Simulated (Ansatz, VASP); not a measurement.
**One calculation of Ge2P, two programs**

Contents of INCAR:

```
PREC = Accurate
ENCUT = 520
EDIFF = 1E-6
ISMEAR = 0
SIGMA = 0.1
LREAL = F
LASPH = T
NELM = 100
ALGO = Normal
ISIF = 2
LWAVE = F
LCHARG = F
GGA = PE
NBANDS = 24
```

KPOINTS

```
Automatic mesh
0
Gamma
  6 6 6
```

POSCAR

```
Ge2P
1.0
    0.0000000000      2.8844436300      2.8844436300
    2.8844436300      0.0000000000      2.8844436300
    2.8844436300      2.8844436300      0.0000000000
Ge P
2 1
Direct
    0.7500000000      0.7500000000      0.7500000000
    0.2500000000      0.2500000000      0.2500000000
    0.0000000000      0.0000000000      0.0000000000
```

Input for Ansatz:

```yaml
crystal:
  lattice:
    - [0.0, 2.88444363, 2.88444363]
    - [2.88444363, 0.0, 2.88444363]
    - [2.88444363, 2.88444363, 0.0]
  atoms:
    - { symbol: Ge, position: [0.75, 0.75, 0.75] }
    - { symbol: Ge, position: [0.25, 0.25, 0.25] }
    - { symbol: P, position: [0.0, 0.0, 0.0] }
basis:
  ecutwfc: 420
kpoints:
  mp_grid: { grid: [6, 6, 6] }
hamiltonian:
  xc: pbe
scf:
  occupations: { method: gaussian, width: 0.1 }
  lower_state_search: "off"
output:
  forces: true
  stress: true
  eigenvalues: true
```

Change from the starting cell: ordered vacancies on the anion sites of caesium chloride (Fm-3m, No. 225).

Alike in both runs: task single point; functional PBE; k mesh 6 × 6 × 6; occupations gaussian, width 0.1 eV; no spin polarisation.

|  | VASP | Ansatz |
| --- | --- | --- |
| version | VASP 6.6.1 | Ansatz 0.2.0 |
| potentials or method | VASP PAW PBE potentials, release 64 (Ge_d, P) | scalar-relativistic, plane waves, PAW |
| plane-wave cutoff (eV) | 520 | 420 |
| valence electrons in the cell | 33 | 33 |

|  | VASP | Ansatz | Ansatz less VASP |
| --- | --- | --- | --- |
| gap on the k mesh at the Fermi level (eV) | none | none | - |
| pressure (GPa) | 20.0 | 20.1 | +0.11 |

A gap of «none» marks a metal or a gap that the smearing closes.

Caveats: so large a pressure means that the cell lies far from this level's equilibrium, or that cutoff or potentials fall short (VASP).
